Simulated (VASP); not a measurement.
Data:

```
ZrC
1.0
    0.00000     2.35548     2.35548
    2.35548     0.00000     2.35548
    2.35548     2.35548     0.00000
Zr C
1 1
Direct
  0.00000   0.00000   0.00000
  0.50000   0.50000   0.50000
```

These are PBE GGA, VASP's PBE PAW potentials (set 64) (plane waves; VASP) values and carry that method's errors. Numerical set-up: 520 eV cut-off, Gaussian smearing of 0.050 eV, potentials Zr_sv C.

Task: Give the energies of bands 6 to 11 at the high-symmetry points, in eV from the Fermi level.

Result: 
```
band     Γ      X      U      L      W
----  ----  -----  -----  -----  -----
6     0.90  -2.10  -3.06  -5.30  -2.66
7     0.90  -1.77  -2.32  -2.94  -2.37
8     0.90   0.02  -1.59  -2.94  -2.37
9     1.06   0.02   1.46   4.43   3.23
10    1.06   4.38   4.81   4.43   3.23
11    1.06   5.58   5.32   5.25   5.59
```

It has no gap at this level: it comes out as a metal or semimetal.

The compound is ZrC in the rock salt structure. It was relaxed first.
